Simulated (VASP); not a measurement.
Input:

```
CELL_PARAMETERS angstrom
      0.00000     2.22122     2.22122
      2.22122     0.00000     2.22122
      2.22122     2.22122     0.00000
ATOMIC_POSITIONS crystal
  Hf 0.00000 0.00000 0.00000
  N  0.50000 0.50000 0.50000
```

Computed with PBEsol GGA, VASP's PBE PAW potentials (set 64) (plane waves; VASP). Run with 620 eV cut-off, 14×14×14 Γ-centred mesh, first-order Methfessel-Paxton smearing of 0.10 eV, potentials Hf_pv N.

Energy and stress use the plane-wave basis of the starting cell.

### Question
The ions, cell shape and volume at an external pressure of 20.0 GPa are relaxed. Give the cell that the relaxation ends in.

### Answer

```
CELL_PARAMETERS angstrom
      0.00000     2.20093     2.20093
      2.20093     0.00000     2.20093
      2.20093     2.20093     0.00000
ATOMIC_POSITIONS crystal
  Hf 0.00000 0.00000 0.00000
  N  0.50000 0.50000 0.50000
```
Space group Fm-3m (225), at a tolerance of 0.03 Å.

### Question
How do energy and volume change from the first to the last step?

### Answer
The energy (σ→0) changes by +27.3 meV/atom and the volume by -2.7 %, in 3 ionic steps.

The compound is HfN in the rock salt structure. This run relaxes it under an external pressure of 20 GPa. Symmetry was kept, so distortions that lower it aren't found. The electron count is odd and the run is not spin-polarised, which forces a metal.
